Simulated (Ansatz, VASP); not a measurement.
Be3Ga3C2 in VASP and in Ansatz

```
Be Ga C
1.0
     6.58263    0.00000    0.00000
    -3.29131    5.70072    0.00000
     0.00000    0.00000    2.67727
Be Ga C
3 3 2
Direct
  0.87889 0.43945 0.50000
  0.56055 0.43945 0.50000
  0.56055 0.12111 0.50000
  0.68949 0.84474 0.00000
  0.15526 0.84474 0.00000
  0.15526 0.31051 0.00000
  0.00000 0.00000 0.50000
  0.66667 0.33333 0.00000
```

Change from the starting cell: species swapped into the Mn3Fe3Ge2 type (P-6m2, No. 187).

Alike in both runs: task relaxation of cell and atoms; functional PBE; k mesh 9 × 9 × 14; occupations gaussian, width 0.1 eV; no spin polarisation.

|  | VASP | Ansatz |
| --- | --- | --- |
| version | VASP 6.6.1 | Ansatz 0.2.0 |
| potentials or method | VASP PAW PBE potentials, release 64 (Be, Ga_d, C) | scalar-relativistic, plane waves, PAW |
| plane-wave cutoff (eV) | 600 | 420 |
| valence electrons in the cell | 53 | 53 |

Ansatz gave:

| Item | Value |
| --- | --- |
| gap on the k mesh at the Fermi level, each at its own relaxed structure (eV) | none |
| relaxed volume (Å³/atom) | 12.25 |
| relaxed cell length with the largest relative difference (Å) | 2.716 |
| energy change over the relaxation (meV/atom) | -4 |

Q: Which values does VASP return?

A: gap on the k mesh at the Fermi level, each at its own relaxed structure (eV): none; relaxed volume (Å³/atom): 12.23; relaxed cell length with the largest relative difference (Å): 2.721; energy change over the relaxation (meV/atom): -5.

A gap of «none» marks a metal or a gap that the smearing closes.
